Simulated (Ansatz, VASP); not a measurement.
# Ba2SiO4 (Ba2SiO4 (Pnma)) in two plane-wave programs, part 3 of 3

Wanted: the spread between two codes on one cell, functional and k mesh. Of the first pair: The structure shown is the start of the Ansatz relaxation below; VASP solves that cell, so the two are compared at the walk's first step.

VASP 6.6.1 and Ansatz 0.2.0.

So far: Starting point; Ansatz: relaxation, r2SCAN; VASP: single point, r2SCAN, start cell, pair 1; Comparison.

## 6. VASP: single point, r2SCAN, relaxed cell, pair 2

Level of this step: r2SCAN; plane waves and PAW (Ba_sv, Si, O) (VASP).

The same cell, functional, mesh and smearing now go to VASP, with its own data sets.

INCAR

```
SYSTEM = Ba2SiO4
PREC = Accurate
ENCUT = 660
EDIFF = 1E-06
NELM = 120
ISMEAR = -1
SIGMA = 0.01
LREAL = .FALSE.
ALGO = Normal
METAGGA = R2SCAN
LASPH = .TRUE.
NBANDS = 116
LORBIT = 11
LWAVE = .FALSE.
LCHARG = .FALSE.
ISIF = 2
GGA_COMPAT = .FALSE.
EFERMI = MIDGAP
LMIXTAU = .TRUE.
KPAR = 4
```

POSCAR

```
Ba2SiO4
1.0
    7.5212445353      0.0000000000      0.0000000000
    0.0000000000      5.8019654902      0.0000000000
    0.0000000000      0.0000000000     10.2559239240
Ba Si O
8 4 16
Direct
    0.4913870374      0.2500000000      0.8057381995
    0.5086129626      0.7500000000      0.1942618005
    0.9913870374      0.2500000000      0.6942618005
    0.0086129626      0.7500000000      0.3057381995
    0.6608872894      0.2500000000      0.4154724445
    0.3391127106      0.7500000000      0.5845275555
    0.1608872894      0.2500000000      0.0845275555
    0.8391127106      0.7500000000      0.9154724445
    0.7279534227      0.2500000000      0.0794521291
    0.2720465773      0.7500000000      0.9205478709
    0.2279534227      0.2500000000      0.4205478709
    0.7720465773      0.7500000000      0.5794521291
    0.1929335524      0.9810423485      0.8501091837
    0.8070664476      0.4810423485      0.1498908163
    0.6929335524      0.5189576515      0.6498908163
    0.3070664476      0.0189576515      0.3501091837
    0.8070664476      0.0189576515      0.1498908163
    0.1929335524      0.5189576515      0.8501091837
    0.3070664476      0.4810423485      0.3501091837
    0.6929335524      0.9810423485      0.6498908163
    0.8059623556      0.2500000000      0.9291530754
    0.1940376444      0.7500000000      0.0708469246
    0.3059623556      0.2500000000      0.5708469246
    0.6940376444      0.7500000000      0.4291530754
    0.9885931347      0.7500000000      0.5839832767
    0.0114068653      0.2500000000      0.4160167233
    0.4885931347      0.7500000000      0.9160167233
    0.5114068653      0.2500000000      0.0839832767
```

KPOINTS

```
Automatic mesh
0
Gamma
4 5 3
0 0 0
```

Potentials, in the order of the species: Ba_sv, Si and O (PBE family, release 64).

Launch:

```sh
> mpirun -np 4 vasp_std
```

Numbers of over 12 decimals in the logs are rounded to 6 here.

Log:

```text
[banner, memory and clock lines left out]
running    4 mpi-ranks, on    1 nodes
[...]
[... a notice as in an earlier step ...]

 [... a notice as in an earlier step ...]

 LDA part: xc-table for (None), standard interpolation
 POSCAR, INCAR and KPOINTS ok, starting setup
[...]
entering main loop
       N       E                     dE             d eps       ncg     rms          rms(c)
DAV:   1     0.129464887485E+04    0.12946E+04   -0.11502E+05  4176   0.192E+03
DAV:   2    -0.391552045747E+03   -0.16862E+04   -0.16314E+04  5524   0.369E+02
DAV:   3    -0.512527943046E+03   -0.12098E+03   -0.12025E+03  4784   0.104E+02
DAV:   4    -0.517345620549E+03   -0.48177E+01   -0.48098E+01  6472   0.172E+01
[...]
DAV:  20    -0.432918580803E+03   -0.12490E-04   -0.20073E-06  3024   0.700E-03    0.312E-03
DAV:  21    -0.432918587595E+03   -0.67923E-05   -0.39646E-06  3824   0.111E-02    0.234E-03
DAV:  22    -0.432918587717E+03   -0.12203E-06   -0.59529E-07  2704   0.387E-03
   1 F= -.43291859E+03 E0= -.43291859E+03  d E =0.000000E+00
```

Parts of OUTCAR (step 6):

```text
  Total        4.0660283      2.8330809      2.8790258     -0.0000000      0.0000000      0.0000000
  in kB       14.5559762     10.1421472     10.3066256     -0.0000000      0.0000000      0.0000000
  external PRESSURE =      11.6682497 kB  Pullay stress =       0.0000000 kB

 POSITION                                       TOTAL-FORCE (eV/Angst)
 -----------------------------------------------------------------------------------
      3.69584      1.45049      8.26359        -0.023941      0.000000      0.011135
      3.82540      4.35147      1.99233         0.023941      0.000000     -0.011135
      7.45646      1.45049      7.12030        -0.023941      0.000000     -0.011135
      0.06478      4.35147      3.13563         0.023941      0.000000      0.011135
      4.97069      1.45049      4.26105        -0.069816      0.000000     -0.042748
      2.55055      4.35147      5.99487         0.069816      0.000000      0.042748
      1.21007      1.45049      0.86691        -0.069816      0.000000      0.042748
      6.31117      4.35147      9.38902         0.069816      0.000000     -0.042748
      5.47512      1.45049      0.81485         0.018372      0.000000      0.000420
      2.04613      4.35147      9.44107        -0.018372      0.000000     -0.000420
      1.71449      1.45049      4.31311         0.018372      0.000000     -0.000420
      5.80675      4.35147      5.94282        -0.018372      0.000000      0.000420
      1.45110      5.69197      8.71866        -0.010578     -0.022961     -0.006352
      6.07014      2.79099      1.53727         0.010578     -0.022961      0.006352
[...]
-----------------------------------------------------------------------------------
    total drift:                                0.000000      0.000000      0.000000

  FREE ENERGIE OF THE ION-ELECTRON SYSTEM (eV)
  ---------------------------------------------------
  free  energy   TOTEN  =      -432.9185877171 eV

  energy  without entropy=     -432.9185877171  energy(sigma->0) =     -432.91858772

[... 1 part as in an earlier step ...]

[... 2 further parts left out ...]
[key lines of the parts left out:]
E-fermi :   4.4037
```

The run ends at a pressure of 1.17 GPa, with forces up to 0.082 eV/Å.

## 7. Differences

What differs besides the data sets and the points named for the pairs above, as far as they apply: the cutoff is 500 eV in Ansatz and 660 eV in VASP; Ansatz's pressure holds a Pulay correction, VASP's none. Total energies have different zeros and are not compared.

Both answers:

```
              quantity  Ansatz   VASP  difference
        pressure (GPa)    0.01   1.17       -1.16
gap on the k mesh (eV)   5.399  5.346      +0.053
```

Forces on 7 of the 28 atoms, those with the largest forces and the largest differences (eV/Å; atoms numbered as in POSCAR):

```
atom         Ansatz x, y, z           VASP x, y, z
 Ba5    0.004, 0.000, 0.003  -0.070, 0.000, -0.043
 Ba6  -0.004, 0.000, -0.003    0.070, 0.000, 0.043
 Ba7   0.004, 0.000, -0.003   -0.070, 0.000, 0.043
 Ba8   -0.004, 0.000, 0.003   0.070, 0.000, -0.043
 O21   -0.002, 0.000, 0.000    0.039, 0.000, 0.024
 O22    0.002, 0.000, 0.000  -0.039, 0.000, -0.024
 O23   -0.002, 0.000, 0.000   0.039, 0.000, -0.024
```

The forces differ by 26 meV/Å r.m.s., where the r.m.s. force is 0.002 eV/Å in Ansatz and 0.025 eV/Å in VASP: the atoms lie near their places of rest in Ansatz, so a percentage would say little (all taken over all components). A gap on the mesh is an upper bound, since the band edges may lie between its points.

## 8. Results

```
r.m.s. force difference (single point, r2SCAN, start cell, pair 1)           : 22 meV/Å
r.m.s. force difference (single point, r2SCAN, relaxed cell, pair 2)         : 26 meV/Å
difference in pressure (single point, r2SCAN, relaxed cell, pair 2)          : -1.2 GPa
difference in gap on the k mesh (single point, r2SCAN, relaxed cell, pair 2) : 0.053 eV
```

**Reading.** The r.m.s. force difference is 26 meV/Å (single point, r2SCAN, relaxed cell, pair 2), beyond the 12 meV/Å picked in this series as the mark of a large difference. What causes the difference of the single point, r2SCAN, start cell, pair 1 pair stays open here. By the marks of this series, far apart in the single point, r2SCAN, relaxed cell, pair 2 pair: the r.m.s. force difference, 26 meV/Å and the difference in pressure, -1.2 GPa. What causes the difference of the single point, r2SCAN, relaxed cell, pair 2 pair stays open here. Such differences can come from data sets, numerical settings and the points named under the comparisons, not from the functional's error against experiment.

[Lines on the potential files, build, host, timing and source positions are cut from VASP's logs without a mark.]

[Logs are printed without paths, hosts, clocks, repeated set-up lines and the standing remarks that a program may print on its own settings, such as how far it seeks lower states.]

[Hosts, paths, dates, database ids (printed as entryN), source tags and the programs' standing remarks are cut or masked in the printed files.]
